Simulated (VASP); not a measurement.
Take KBr (rock salt), against free atoms with fixed spin and no zero-point term, in VASP with PAW potentials, and its cohesive energy.

One run gives 3.26 eV/atom. Which level is it?
A) PBE
B) LDA
C) PBEsol

B, LDA.  The others give 3.02 (PBEsol), 2.88 (PBE).

Only levels that ran to the end are used. Left out are those held back, those with too coarse a band path, GW runs whose mesh misses a band edge, hybrids' fits of cells that aren't cubic and levels without matching references; a question may draw on a part of the rest.
